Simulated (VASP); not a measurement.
# OsI (Pm-3m) in VASP: settings compared

Aim: see how the results for OsI move with the level of theory and the settings. Levels: PBE, LDA. Tasks: relaxation of cell and atoms, relaxation of the atoms.

Program: VASP 6.6.1. These are calculated values, not measurements. Logs are shortened: lines on timing, memory, paths and dates and some standing lists are left out, and cuts for length are marked.

### Step 1. Starting point

The structure is cubic, space group Pm-3m (No. 221). Conventional cell: a = 3.385 Å, b = 3.385 Å, c = 3.385 Å, α = 90.00°, β = 90.00°, γ = 90.00°. Os (site symmetry m-3m) is surrounded by 8 I at 2.93 Å. I (site symmetry m-3m) is surrounded by 8 Os at 2.93 Å.

The cell was built by a generator and needn't be a form met in nature.

### Step 2. Relaxation of cell and atoms, PBE

INCAR reads:

```
PREC     = Accurate       # precision mode
ENCUT    = 600            # plane-wave cutoff, eV
EDIFF    = 1E-6           # SCF threshold, eV
ISMEAR   = 0              # smearing method
SIGMA    = 0.05           # smearing width, eV
LREAL    = False          # projectors in reciprocal space
LASPH    = True           # aspherical terms in the spheres
NELM     = 80             # most SCF steps
ALGO     = Fast           # electronic algorithm
ISIF     = 3              # what is computed and relaxed
LWAVE    = False          # write WAVECAR
LCHARG   = False          # write CHGCAR
GGA      = PE             # functional
IBRION   = 2              # ionic algorithm
NSW      = 40             # ionic steps
EDIFFG   = -0.005         # ionic threshold
```

KPOINTS reads:

```
Automatic mesh
0
Gamma
  8 8 8
```

POSCAR reads:

```
OsI
1.0
    3.3852900000      0.0000000000      0.0000000000
    0.0000000000      3.3852900000      0.0000000000
    0.0000000000      0.0000000000      3.3852900000
Os I
1 1
Direct
    0.5000000000      0.5000000000      0.5000000000
    0.0000000000      0.0000000000      0.0000000000
```

Potentials or basis: VASP PAW PBE potentials, release 64 (Os, I).

On the command line:

```bash
> cat potpaw_PBE.64/Os/POTCAR potpaw_PBE.64/I/POTCAR > POTCAR
> mpirun -np 1 vasp_std > vasp.out
```

OUTCAR:

```text
PREC = Accurate
   ENCUT = 600
   EDIFF = 1E-6
   ISMEAR = 0
   LREAL = False
   LASPH = True
   NELM = 80
   ISIF = 3
   GGA = PE
   IBRION = 2
   NSW = 40
   EDIFFG = -0.005

 ion  position               nearest neighbor table
   1  0.500  0.500  0.500-   2 2.93   2 2.93   2 2.93   2 2.93   2 2.93   2 2.93   2 2.93   2 2.93

   2  0.000  0.000  0.000-   1 2.93   1 2.93   1 2.93   1 2.93   1 2.93   1 2.93   1 2.93   1 2.93

  LATTYP: Found a simple cubic cell.
 ALAT       =     3.3852900000

  Lattice vectors:

 A1 = (   3.3852900000,   0.0000000000,   0.0000000000)
 A2 = (   0.0000000000,   3.3852900000,   0.0000000000)
 A3 = (   0.0000000000,   0.0000000000,   3.3852900000)

Analysis of symmetry for initial positions (statically):
=====================================================================
 Subroutine PRICEL returns:
 Original cell was already a primitive cell.

 Routine SETGRP: Setting up the symmetry group for a
 simple cubic supercell.

 Subroutine GETGRP returns: Found 48 space group operations
 (whereof 48 operations were pure point group operations)
 out of a pool of 48 trial point group operations.

The static configuration has the point symmetry O_h .

Analysis of symmetry for dynamics (positions and initial velocities):
=====================================================================
 Subroutine PRICEL returns:
 Original cell was already a primitive cell.

 Routine SETGRP: Setting up the symmetry group for a
 simple cubic supercell.

 Subroutine GETGRP returns: Found 48 space group operations
 (whereof 48 operations were pure point group operations)
 out of a pool of 48 trial point group operations.

The dynamic configuration has the point symmetry O_h .

 Subroutine INISYM returns: Found 48 space group operations
 (whereof 48 operations are pure point group operations),
 and found     1 'primitive' translations

----------------------------------------------------------------------------------------

                                     Primitive cell

  volume of cell :      38.7961

  direct lattice vectors                    reciprocal lattice vectors
     3.385290000  0.000000000  0.000000000     0.295395668  0.000000000  0.000000000
     0.000000000  3.385290000  0.000000000     0.000000000  0.295395668  0.000000000
     0.000000000  0.000000000  3.385290000     0.000000000  0.000000000  0.295395668

  length of vectors
     3.385290000  3.385290000  3.385290000     0.295395668  0.295395668  0.295395668

  position of ions in fractional coordinates (direct lattice)
     0.500000000  0.500000000  0.500000000
[... 103 lines left out ...]
   GGA     = PE    functional components
   LHFCALC =     F    Hartree Fock is set to
   AEXX    =    0.0000 exact exchange contribution
   IVDW    =     0    specifies the selected vdW correction
   LEPSILON=     F    determine dielectric tensor
   LRPA    =     F    only Hartree local field effects (RPA)
 conjugate gradient relaxation of ions
 non-spin polarized calculation
 RMM-DIIS sequential band-by-band and
 Gauss-broadening in eV      SIGMA  =   0.05
  energy-cutoff  :      600.00
  volume of cell :       38.80
 maximum number of plane-waves:      1328
 NGX is ok and might be reduce to    28
   NGX = 13   NGY = 13   NGZ = 13

--------------------------------------- Ionic step        1  -------------------------------------------

 number of electron      15.0000000 magnetization

 Free energy of the ion-electron system (eV)
  ---------------------------------------------------
  ext. energy  EPLUGINS =         0.00000000
  ---------------------------------------------------
  free energy    TOTEN  =        -9.14930076 eV

  energy without entropy =       -9.14520237  energy(sigma->0) =       -9.14725157

------------------------ aborting loop because EDIFF is reached ----------------------------------------

  FORCE on cell =-STRESS in cart. coord.  units (eV):
  Direction    XX          YY          ZZ          XY          YZ          ZX
  --------------------------------------------------------------------------------------
  -------------------------------------------------------------------------------------
  Total       -0.0734753     -0.0734753     -0.0734753     -0.0000000     -0.0000000      0.0000000
  in kB       -3.0343404     -3.0343404     -3.0343404     -0.0000000     -0.0000000      0.0000000
  external PRESSURE =      -3.0343404 kB  Pullay stress =       0.0000000 kB
[... 59 lines left out ...]
--------------------------------------- Ionic step        3  -------------------------------------------

 number of electron      15.0000000 magnetization

 Free energy of the ion-electron system (eV)
  ---------------------------------------------------
  ext. energy  EPLUGINS =         0.00000000
  ---------------------------------------------------
  free energy    TOTEN  =        -9.14938478 eV

  energy without entropy =       -9.14533271  energy(sigma->0) =       -9.14735875

 E-fermi :  10.4163     XC(G=0): -12.0822

 val. band max:       10.4108313891   @ k =   0.5000   0.0000   0.0000
 cond. band min:      10.4283145114   @ k =   0.3750   0.3750   0.1250
 fundamental gap:      0.0174831223
 Fermi energy:        10.4162593129

 k-point     1 :       0.0000    0.0000    0.0000
  band No.  band energies     occupation
      1      -6.5941      2.00000
      2       6.5448      2.00000
      3       6.5448      2.00000
      4       7.2212      2.00000
      5       7.2212      2.00000
      6       7.2212      2.00000
      7       9.4127      2.00000
      8       9.4127      2.00000
      9       9.4127      2.00000
     10      10.2214      2.00000
     11      17.3120      0.00000
[... 309 lines left out ...]
 k-point    24 :       0.5000    0.3750    0.1250
  band No.  band energies     occupation
      1      -4.4214      2.00000
      2       2.6013      2.00000
      3       3.4236      2.00000
      4       6.7299      2.00000
      5       6.8786      2.00000
      6       8.5402      2.00000
      7       8.6754      2.00000
      8      10.5530      0.00011
      9      11.3174      0.00000
     10      11.6246      0.00000
     11      16.8439      0.00000

 [... further k-points ...]

------------------------ aborting loop because EDIFF is reached ----------------------------------------

  FORCE on cell =-STRESS in cart. coord.  units (eV):
  Direction    XX          YY          ZZ          XY          YZ          ZX
  --------------------------------------------------------------------------------------
  -------------------------------------------------------------------------------------
  Total       -0.0095756     -0.0095756     -0.0095756     -0.0000000     -0.0000000      0.0000000
  in kB       -0.3962998     -0.3962998     -0.3962998     -0.0000000     -0.0000000      0.0000000
  external PRESSURE =      -0.3962998 kB  Pullay stress =       0.0000000 kB
[... 17 lines left out ...]
  FREE ENERGIE OF THE ION-ELECTRON SYSTEM (eV)
  ---------------------------------------------------
  free  energy   TOTEN  =        -9.1493847830 eV

  energy  without entropy=       -9.1453327076  energy(sigma->0) =       -9.14735875

 reached required accuracy - stopping structural energy minimisation
```

OSZICAR:

```text
N       E                     dE             d eps       ncg     rms          rms(c)
DAV:   1     0.888762668274E+02    0.88876E+02   -0.68053E+03   770   0.129E+03
DAV:   2    -0.251982740923E+01   -0.91396E+02   -0.83014E+02   826   0.312E+02
DAV:   3    -0.915766053235E+01   -0.66378E+01   -0.60231E+01   978   0.670E+01
[... 22 lines left out ...]
RMM:   2    -0.914949142664E+01    0.50400E-03   -0.98375E-04   774   0.268E-01    0.811E-02
RMM:   3    -0.914939829262E+01    0.93134E-04   -0.25140E-04   775   0.151E-01    0.546E-02
RMM:   4    -0.914938164399E+01    0.16649E-04   -0.16652E-04   783   0.110E-01    0.387E-02
RMM:   5    -0.914938399632E+01   -0.23523E-05   -0.27277E-05   794   0.551E-02    0.396E-02
RMM:   6    -0.914938478296E+01   -0.78664E-06   -0.60367E-06   655   0.184E-02
   3 F= -.91493848E+01 E0= -.91473587E+01  d E =-.840207E-04
```

CONTCAR:

```text
OsI
   1.00000000000000
     3.3828656675642987   -0.0000000000000000    0.0000000000000000
    -0.0000000000000000    3.3828656675642987   -0.0000000000000000
     0.0000000000000000   -0.0000000000000000    3.3828656675642987
  Os              I
     1     1
Direct
     0.5000000000000000    0.5000000000000000    0.5000000000000000
     0.0000000000000000    0.0000000000000000    0.0000000000000000

  0.00000000E+00  0.00000000E+00  0.00000000E+00
  0.00000000E+00  0.00000000E+00  0.00000000E+00
```

Wall time 26 s (1 thread of Intel Xeon Platinum 8488C (Sapphire Rapids), shared host); peak memory 0.17 GiB.

Results:

* Free energy: -9.1494 eV
* Relaxed volume: 19.36 Å³/atom
* Relaxed cell: a = 3.383 Å, b = 3.383 Å, c = 3.383 Å, α = 90.00°, β = 90.00°, γ = 90.00°
* Space group after relaxing (to 0.05 Å): Pm-3m (No. 221)
* Energy gained by relaxing: 0.0 meV/atom
* Ionic steps: 3
* Pressure after relaxing: 0.0 GPa
* Band gap on the k mesh: none (metal or under the smearing width)

Final structure:
```
Os I
1.0
     3.38287    0.00000    0.00000
     0.00000    3.38287    0.00000
     0.00000    0.00000    3.38287
Os I
1 1
Direct
  0.50000 0.50000 0.50000
  0.00000 0.00000 0.00000
```

Caveat: an odd number of electrons without spin polarisation forces a metal; a magnetic or distorted state may lie lower.

### Step 3. Relaxation of the atoms, LDA

INCAR reads:

```
ALGO = Fast
EDIFF = 1E-6
EDIFFG = -0.01
ENCUT = 520
GGA = CA
IBRION = 2
ISIF = 2
ISMEAR = 0
LASPH = T
LCHARG = F
LREAL = F
LWAVE = F
NELM = 100
NSW = 40
PREC = Accurate
SIGMA = 0.05
```

KPOINTS reads:

```
k-points
0
Gamma
  8 8 8
```

POSCAR is that of step 2.

Potentials or basis: VASP PAW LDA potentials, release 64 (Os, I).

On the command line:

```bash
> cat potpaw_LDA.64/Os/POTCAR potpaw_LDA.64/I/POTCAR > POTCAR
> mpirun -np 1 vasp_std > vasp.out
```

It took 11 s on 1 thread of Intel Xeon Platinum 8488C (Sapphire Rapids), shared host; peak memory 0.14 GiB.

Results (log left out):

```yaml
Free_energy: -11.2650 eV
Pressure_after_relaxing: -8.7 GPa
Band_gap_on_the_k_mesh: none (metal or under the smearing width)
```

Final structure:
```cif
data_structure
_symmetry_space_group_name_H-M 'P 1'
_symmetry_Int_Tables_number 1
_cell_length_a 3.3853
_cell_length_b 3.3853
_cell_length_c 3.3853
_cell_angle_alpha 90.000
_cell_angle_beta 90.000
_cell_angle_gamma 90.000
_cell_volume 38.80
loop_
_atom_site_label
_atom_site_type_symbol
_atom_site_fract_x
_atom_site_fract_y
_atom_site_fract_z
_atom_site_occupancy
Os1 Os 0.50000 0.50000 0.50000 1
I1 I 0.00000 0.00000 0.00000 1
```

Levels at points of the mesh, in eV from the Fermi level:
| k point | band 3 | band 4 | band 5 | band 6 | band 7 | band 8 | band 9 | band 10 | band 11 |
| --- | --- | --- | --- | --- | --- | --- | --- | --- | --- |
| (0.00, 0.00, 0.00) | -3.83 | -3.16 | -3.16 | -3.16 | -0.99 | -0.99 | -0.99 | -0.23 | 6.97 |
| (0.50, 0.00, 0.00) | -4.49 | -4.49 | -3.22 | -0.86 | -0.01 | 2.13 | 2.13 | 3.77 | 4.24 |
| (0.50, 0.50, 0.00) | -7.21 | -4.30 | -2.08 | -2.08 | -1.50 | -1.10 | 0.21 | 1.04 | 7.68 |
| (0.50, 0.50, 0.50) | -7.77 | -7.77 | 0.29 | 0.29 | 0.82 | 0.82 | 0.82 | 2.20 | 2.25 |

Caveat: the relaxation stopped at its first step, so nothing moved; an odd number of electrons without spin polarisation forces a metal; a magnetic or distorted state may lie lower.
